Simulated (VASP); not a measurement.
Input:

```yaml
crystal:
  lattice:
    - [-1.47902, 1.47902, 1.47902]
    - [1.47902, -1.47902, 1.47902]
    - [1.47902, 1.47902, -1.47902]
  atoms:
    - { symbol: V, position: [0.00000, 0.00000, 0.00000] }
```

Level of theory: AM05 GGA, VASP's PBE PAW potentials (set 64) (plane waves; VASP). Numerical set-up: 520 eV cut-off, Gaussian smearing of 0.050 eV, potentials V_sv.

Q: Give the energies of bands 5 to 9 at the high-symmetry points, in eV from the Fermi level.

A: 
| band | Γ | H | N | P |
|---|---|---|---|---|
| 5 | -6.67 | -3.19 | -3.31 | -1.15 |
| 6 | 0.43 | -3.19 | -1.20 | -1.15 |
| 7 | 0.43 | 3.94 | 1.79 | -1.15 |
| 8 | 0.43 | 3.94 | 2.54 | 2.98 |
| 9 | 2.52 | 3.94 | 2.92 | 2.98 |

It has no gap at this level: it comes out as a metal or semimetal.

The compound is V in the bcc structure. It was relaxed first, which changed the volume by -7 %. The run is not spin-polarised, so no magnetic state was tried.
